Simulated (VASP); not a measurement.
A convergence study with VASP on SnTe (rock salt): one setting is varied, all else stays as given below, so the limit is that of these other settings.

```yaml
crystal:
  lattice:
    - [0.00000, 3.16000, 3.16000]
    - [3.16000, 0.00000, 3.16000]
    - [3.16000, 3.16000, 0.00000]
  atoms:
    - { symbol: Sn, position: [0.00000, 0.00000, 0.00000] }
    - { symbol: Te, position: [0.50000, 0.50000, 0.50000] }
```

Computed with PBE GGA, VASP's PBE PAW potentials (set 64) (plane waves; VASP 6.6.1). The tightest run used: 550 eV cut-off, 12×12×12 Monkhorst-Pack mesh, Gaussian smearing of 0.050 eV, potentials Sn_d Te.

```csv
setting,E (eV/atom),pressure (GPa),irreducible k-points
1×1×1 mesh,-0.4291,35.81,1
2×2×2 mesh,-4.0911,0.33,2
3×3×3 mesh,-3.8199,1.81,4
4×4×4 mesh,-3.7750,2.07,10
5×5×5 mesh,-3.7772,1.79,10
6×6×6 mesh,-3.7753,1.83,28
```

### Question
These are the cheaper rows. Estimate the results at 12×12×12 mesh, and how far the last row shown lies from them.

### Answer

| quantity | tightest run | last row shown is off by |
|---|---|---|
| E (eV/atom) | -3.7751 | -0.0002 |
| pressure (GPa) | 1.86 | -0.03 |

Left out are rungs that failed or repeat a setting and relaxations that didn't move; long series are thinned to 24 rows.

The compound is SnTe in the rock salt structure, which distorts at low temperature. The cell was not relaxed at this level.
